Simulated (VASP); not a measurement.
Input:

```
CELL_PARAMETERS angstrom
      3.90287     0.00000     0.00000
     -1.95143     3.37998     0.00000
      0.00000     0.00000     6.44020
ATOMIC_POSITIONS crystal
  Si 0.33333 0.66667 0.00037
  Si 0.66667 0.33333 0.50037
  Ge 0.33333 0.66667 0.37463
  Ge 0.66667 0.33333 0.87463
```

Method: PBEsol GGA, VASP's PBE PAW potentials (set 64) (plane waves; VASP 6.6.1). Run with 500 eV cut-off, 7×7×4 Γ-centred mesh, Gaussian smearing of 0.050 eV, potentials Si Ge_d.

Energy and stress use the plane-wave basis of the starting cell.

Task: The ions, cell shape and volume at an external pressure of 5.0 GPa are relaxed. What does this cell relax into?

Result: 
```
CELL_PARAMETERS angstrom
      3.83178     0.00000     0.00000
     -1.91589     3.31842     0.00000
      0.00000     0.00000     6.32398
ATOMIC_POSITIONS crystal
  Si 0.33333 0.66667 0.00045
  Si 0.66667 0.33333 0.50045
  Ge 0.33333 0.66667 0.37455
  Ge 0.66667 0.33333 0.87455
```
Space group P6_3mc (186), at a tolerance of 0.03 Å.

Task: How do energy and volume change from the first to the last step?

Result: The energy (σ→0) changes by +16.3 meV/atom and the volume by -5.3 %, in 6 ionic steps.

The structure was generated: SiGe was put into the wurtzite type (P6_3mc), which need not be its known phase. This run relaxes it under an external pressure of 5 GPa. Symmetry was kept, so distortions that lower it aren't found.
